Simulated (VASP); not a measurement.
# Gap of CdF2, level by level, part 3 of 3

Wanted: bands and gap of CdF2 from one functional after another. The start is a cell from a database of measured crystal structures.

VASP 6.6.1, plane waves and PAW; the level of theory is named at each step.

So far, least gap on mesh and path (eV): step 2 (bands, level LDA, k 5×5×5) 2.80; step 12 (bands, level PBE0, k 5×5×5) 5.91; step 13 (bands, level r2SCAN-EpsX, k 5×5×5) 7.52; step 14 (bands, level r2SCAN0, k 5×5×5) 6.37; step 15 (bands, level PBE + SOC) 3.06.

## Step 17: Bands with HSE06 + SOC

This step: HSE06, spin-orbit coupling; plane waves and PAW (Cd, F) (VASP 6.6.1).

INCAR reads:

```
SYSTEM = CdF2
PREC = Accurate
ENCUT = 520
EDIFF = 1E-06
NELM = 100
ISMEAR = 0
SIGMA = 0.02
LREAL = .FALSE.
ALGO = Normal
LHFCALC = .TRUE.
AEXX = 0.25
GGA = PE
HFSCREEN = 0.2
LASPH = .TRUE.
LNONCOLLINEAR = .TRUE.
MAGMOM = 0 0 0 0 0 0 0 0 0
NBANDS = 38
GGA_COMPAT = .FALSE.
LSORBIT = .TRUE.
PRECFOCK = Fast
LORBIT = 11
LWAVE = .FALSE.
LCHARG = .FALSE.
KPAR = 4
```

POSCAR reads:

```
CdF2
1.0
    0.0000000000      2.6940000000      2.6940000000
    2.6940000000      0.0000000000      2.6940000000
    2.6940000000      2.6940000000      0.0000000000
Cd F
1 2
Direct
    0.0000000000      0.0000000000      0.0000000000
    0.2500000000      0.2500000000      0.2500000000
    0.7500000000      0.7500000000      0.7500000000
```

KPOINTS reads:

```
Automatic mesh
0
Gamma
5 5 5
0 0 0
```

KPOINTS_OPT reads:

```
Line mode
6
Line-mode
Reciprocal
  0.00000000   0.00000000   0.00000000 GAMMA
  0.50000000   0.00000000   0.50000000 X

  0.50000000   0.00000000   0.50000000 X
  0.50000000   0.25000000   0.75000000 W

  0.50000000   0.25000000   0.75000000 W
  0.37500000   0.37500000   0.75000000 K

  0.37500000   0.37500000   0.75000000 K
  0.00000000   0.00000000   0.00000000 GAMMA

  0.00000000   0.00000000   0.00000000 GAMMA
  0.50000000   0.50000000   0.50000000 L

  0.50000000   0.50000000   0.50000000 L
  0.62500000   0.25000000   0.62500000 U

  0.62500000   0.25000000   0.62500000 U
  0.50000000   0.25000000   0.75000000 W

  0.50000000   0.25000000   0.75000000 W
  0.50000000   0.50000000   0.50000000 L

  0.50000000   0.50000000   0.50000000 L
  0.37500000   0.37500000   0.75000000 K

  0.62500000   0.25000000   0.62500000 U
  0.50000000   0.00000000   0.50000000 X
```

Potentials, in the order of the species: Cd and F (PBE family, release 64).

The WAVECAR or CHGCAR of an earlier step is read.

Started as:

```console
$ mpirun -np 4 vasp_ncl
```

It took 80 min on 4 MPI ranks of AMD EPYC 7R43, shared host; peak memory 1.5 GiB; 5.1 h of CPU time.

Electronic bands along the path, in eV, zero at the valence-band top; v1 is the highest filled band, c1 the lowest empty one:

```csv
point,v4,v3,v2,v1,c1,c2,c3,c4
Γ,-0.61,-0.61,-0.51,-0.51,5.18,5.18,14.63,14.63
0.40 of the way,-0.45,-0.45,-0.36,-0.36,6.77,6.77,13.31,13.31
X,-0.14,-0.14,-0.05,-0.05,10.46,10.46,11.89,11.89
0.40 of the way,-0.41,-0.41,-0.05,-0.05,10.49,10.49,12.29,12.29
W,-0.63,-0.63,0.00,0.00,10.54,10.54,13.57,13.57
0.60 of the way,-0.52,-0.52,-0.09,-0.09,10.45,10.45,13.18,13.18
K,-0.37,-0.37,-0.21,-0.21,10.41,10.41,13.01,13.01
0.40 of the way,-0.47,-0.47,-0.40,-0.40,8.51,8.51,12.63,12.63
Γ,-0.61,-0.61,-0.51,-0.51,5.18,5.18,14.63,14.63
0.40 of the way,-0.57,-0.57,-0.48,-0.48,6.48,6.48,13.51,13.51
L,-0.51,-0.51,-0.39,-0.39,9.53,9.53,11.26,11.26
0.40 of the way,-0.47,-0.47,-0.37,-0.37,9.74,9.74,11.61,11.61
U,-0.37,-0.37,-0.21,-0.21,10.41,10.41,13.01,13.01
0.40 of the way,-0.52,-0.52,-0.09,-0.09,10.45,10.45,13.18,13.18
W,-0.63,-0.63,0.00,0.00,10.54,10.54,13.57,13.57
0.40 of the way,-0.54,-0.54,-0.18,-0.18,10.11,10.11,12.25,12.25
L,-0.51,-0.51,-0.39,-0.39,9.53,9.53,11.26,11.26
0.40 of the way,-0.47,-0.47,-0.37,-0.37,9.74,9.74,11.61,11.61
K,-0.37,-0.37,-0.21,-0.21,10.41,10.41,13.01,13.01
jump to U,-0.37,-0.37,-0.21,-0.21,10.41,10.41,13.01,13.01
0.60 of the way,-0.22,-0.22,-0.10,-0.10,10.47,10.47,12.09,12.09
X,-0.14,-0.14,-0.05,-0.05,10.46,10.46,11.89,11.89
```

The largest weight of each band there:

```csv
point,v4,v3,v2,v1,c1,c2,c3,c4
Γ,F 0.67,F 0.67,F 0.63,F 0.63,Cd 0.76,Cd 0.76,Cd 0.99,Cd 0.99
X,F 0.88,F 0.88,F 0.87,F 0.87,Cd 0.74,Cd 0.74,Cd 0.75,Cd 0.75
W,F 1.00,F 1.00,F 0.87,F 0.87,Cd 0.70,Cd 0.70,F 0.68,F 0.68
K,F 0.93,F 0.93,F 0.84,F 0.84,Cd 0.70,Cd 0.70,Cd 0.66,Cd 0.66
Γ,F 0.67,F 0.67,F 0.63,F 0.63,Cd 0.76,Cd 0.76,Cd 0.99,Cd 0.99
L,F 0.75,F 0.75,F 0.71,F 0.71,Cd 0.64,Cd 0.64,F 0.62,F 0.62
```

The gap is 5.18 eV, indirect, from W to Γ. That is the gap of HSE06 again; this run took 4.1 times the core time.

## Step 18: Bands with TB-mBJ + SOC

This step: TB-mBJ, spin-orbit coupling; plane waves and PAW (Cd, F) (VASP 6.6.1).

INCAR reads:

```
SYSTEM = CdF2
PREC = Accurate
ENCUT = 520
EDIFF = 1E-06
NELM = 150
ISMEAR = 0
SIGMA = 0.02
LREAL = .FALSE.
ALGO = Normal
METAGGA = MBJ
LASPH = .TRUE.
LNONCOLLINEAR = .TRUE.
MAGMOM = 0 0 0 0 0 0 0 0 0
NBANDS = 38
GGA_COMPAT = .FALSE.
LSORBIT = .TRUE.
LORBIT = 11
LWAVE = .FALSE.
LCHARG = .FALSE.
KPAR = 4
```

POSCAR is that of step 17.

KPOINTS is that of step 17.

KPOINTS_OPT: that of step 17 with these lines changed.

```diff
@@ -1,3 +1,3 @@
 Line mode
-6
+16
 Line-mode
```

Started as:

```console
$ mpirun -np 4 vasp_ncl
```

The job ended after 3.7 min (4 MPI ranks; peak memory 1.1 GiB; 13 min of CPU time).

Electronic bands along the path, in eV, zero at the valence-band top; v1 is the highest filled band, c1 the lowest empty one:

```csv
point,v4,v3,v2,v1,c1,c2,c3,c4
Γ,-0.45,-0.45,-0.33,-0.33,6.62,6.62,16.18,16.18
0.47 of the way,-0.32,-0.32,-0.23,-0.23,8.32,8.32,14.70,14.70
X,-0.12,-0.12,-0.03,-0.03,11.33,11.33,13.10,13.10
0.47 of the way,-0.39,-0.39,-0.03,-0.03,11.34,11.34,13.58,13.58
W,-0.57,-0.57,0.00,0.00,11.37,11.37,14.93,14.93
0.53 of the way,-0.48,-0.48,-0.05,-0.05,11.29,11.29,14.35,14.35
K,-0.32,-0.32,-0.16,-0.16,11.25,11.25,14.13,14.13
0.47 of the way,-0.38,-0.38,-0.32,-0.32,8.99,8.99,14.39,14.39
Γ,-0.45,-0.45,-0.33,-0.33,6.62,6.62,16.18,16.18
0.47 of the way,-0.42,-0.42,-0.32,-0.32,7.98,7.98,14.81,14.81
L,-0.38,-0.38,-0.26,-0.26,10.33,10.33,12.78,12.78
0.47 of the way,-0.37,-0.37,-0.25,-0.25,10.62,10.62,13.23,13.23
U,-0.32,-0.32,-0.16,-0.16,11.25,11.25,14.13,14.13
0.47 of the way,-0.48,-0.48,-0.05,-0.05,11.29,11.29,14.35,14.35
W,-0.57,-0.57,0.00,0.00,11.37,11.37,14.93,14.93
0.47 of the way,-0.43,-0.43,-0.17,-0.17,10.82,10.82,13.55,13.55
L,-0.38,-0.38,-0.26,-0.26,10.33,10.33,12.78,12.78
0.53 of the way,-0.37,-0.37,-0.24,-0.24,10.71,10.71,13.36,13.36
K,-0.32,-0.32,-0.16,-0.16,11.25,11.25,14.13,14.13
jump to U,-0.32,-0.32,-0.16,-0.16,11.25,11.25,14.13,14.13
0.47 of the way,-0.22,-0.22,-0.09,-0.09,11.33,11.33,13.42,13.42
X,-0.12,-0.12,-0.03,-0.03,11.33,11.33,13.10,13.10
```

The largest weight of each band there:

```csv
point,v4,v3,v2,v1,c1,c2,c3,c4
Γ,F 0.65,F 0.65,F 0.61,F 0.61,Cd 0.80,Cd 0.80,Cd 0.99,Cd 0.99
X,F 0.86,F 0.86,F 0.84,F 0.84,Cd 0.76,Cd 0.76,Cd 0.76,Cd 0.76
W,F 1.00,F 1.00,F 0.85,F 0.85,Cd 0.75,Cd 0.75,Cd 0.68,Cd 0.68
K,F 0.91,F 0.91,F 0.82,F 0.82,Cd 0.75,Cd 0.75,Cd 0.70,Cd 0.70
Γ,F 0.65,F 0.65,F 0.61,F 0.61,Cd 0.80,Cd 0.80,Cd 0.99,Cd 0.99
L,F 0.74,F 0.74,F 0.69,F 0.69,Cd 0.70,Cd 0.70,F 0.51,F 0.51
```

The gap is 6.62 eV, indirect, from W to Γ. That is the gap of TB-mBJ again; this run took 3.1 times the core time.

## Step 19: The ladder as a table

This step: ladder of functionals on one cell; plane waves and PAW (VASP 6.6.1).

No new run; the numbers come from the runs before.

A gap of 0 means none; cost is the wall time of each run, as given at its step, times its ranks, without the set-up around it. Results by level, by row:

```csv
level,gap (eV),least direct gap (eV),pressure (GPa),cost (core minutes)
LDA,2.796,3.268,-4.75,1.93
PBE,3.068,3.567,6.2,2.07
r2SCAN,3.75,4.253,1.01,9.53
TB-mBJ,6.617,7.034,-,4.87
SCAN,3.639,4.134,0.05,10.1
TPSS,3.343,3.813,3.21,10.5
HSE06,5.187,5.769,-,77.9
PBE-EpsX,7.182,7.795,-,72.5
PBE0,5.911,6.493,-,55.5
r2SCAN-EpsX,7.522,8.134,-,62.6
r2SCAN0,6.368,6.949,-,60.8
PBE + SOC,3.064,3.484,6.22,6.27
HSE06 + SOC,5.183,5.689,-,319
TB-mBJ + SOC,6.618,6.948,-,14.9
```

## Step 20: Results

* gap, LDA: 2.80 eV
* gap, PBE: 3.07 eV
* gap, r2SCAN: 3.75 eV
* gap, TB-mBJ: 6.62 eV
* gap, SCAN: 3.64 eV
* gap, TPSS: 3.34 eV
* gap, HSE06: 5.19 eV
* gap, PBE-EpsX: 7.18 eV
* gap, PBE0: 5.91 eV
* gap, r2SCAN-EpsX: 7.52 eV
* gap, r2SCAN0: 6.37 eV
* gap, PBE + SOC: 3.06 eV
* gap, HSE06 + SOC: 5.18 eV
* gap, TB-mBJ + SOC: 6.62 eV

**Reading.** For CdF2, without spin-orbit coupling, the functional decides between a gap of 2.80 eV (LDA) and 7.52 eV (r2SCAN-EpsX), while across these levels the cost spans a factor of 40. HSE06 moves the gap by +2.12 eV from PBE, at about 38 times the core time, though on fewer points of the path. On r2SCAN the gap grows with the share of exact exchange: 3.75 eV at none, 6.37 eV at 0.25, 7.52 eV at 0.36. PBE0 and HSE06 hold the same share of exact exchange; keeping its long-range part moves the gap by +0.72 eV, a figure that converges slowly with the mesh. Spin-orbit coupling changes the PBE gap by -0.00 eV. TB-mBJ lands +1.43 eV from HSE06 at 6.2 % of its cost. All levels use one geometry and one mesh, kept coarse to afford the hybrids, so no gap here is fully converged. Costs come from a shared host, and the hybrids use PRECFOCK = Fast. These are single-particle gaps of a static lattice, without excitons or temperature.

[Lines on the potential files, build, host, timing and source positions are cut from VASP's logs without a mark.]

[Logs are printed without paths, hosts, clocks, repeated set-up lines and the standing remarks that a program may print on its own settings, such as how far it seeks lower states.]

[Hosts, paths, dates, database ids (printed as entryN), source tags and the programs' standing remarks are cut or masked in the printed files.]

[Measured values are set beside computed ones only where the two were judged alike; some that the calculation misses by far are left out.]
